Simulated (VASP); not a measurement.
Elastic constants (GPa) of a crystal from LDA (Ceperley-Alder, Perdew-Zunger), VASP's LDA PAW potentials (set 64) run with VASP 6.6.1:

```csv
,xx,yy,zz,yz,xz,xy
xx,211.0,51.0,51.0,0.0,0.0,0.0
yy,51.0,211.0,51.0,0.0,0.0,0.0
zz,51.0,51.0,211.0,0.0,0.0,0.0
yz,0.0,0.0,0.0,56.1,0.0,0.0
xz,0.0,0.0,0.0,0.0,56.1,0.0
xy,0.0,0.0,0.0,0.0,0.0,56.1
```

### Question
Work out the Voigt, Reuss and Hill moduli, Young's modulus and Poisson's ratio.

### Answer
All eigenvalues are positive (smallest 56.1 GPa), so the crystal is stable. K_V = (C11+C22+C33+2(C12+C13+C23))/9 = (633.0 + 2×153.0)/9 = 104.3 GPa; G_V = (633.0 − 153.0 + 3×168.3)/15 = 65.7 GPa. From the compliances, K_R = 104.3 GPa and G_R = 63.7 GPa. Hill: K = 104.3 GPa, G = 64.7 GPa, E = 9KG/(3K+G) = 160.8 GPa, ν = (3K−2G)/(2(3K+G)) = 0.243. K/G = 1.61, below Pugh's 1.75; universal anisotropy A^U = 0.15.

### Question
With a density of 5.26 g/cm³, what are the mean sound speeds?

### Answer
v_l = √((K+4G/3)/ρ) = 6.02 km/s and v_t = √(G/ρ) = 3.51 km/s. The crystal is SrO (rock salt), cubic.

The compound is SrO in the rock salt structure. It was relaxed first.
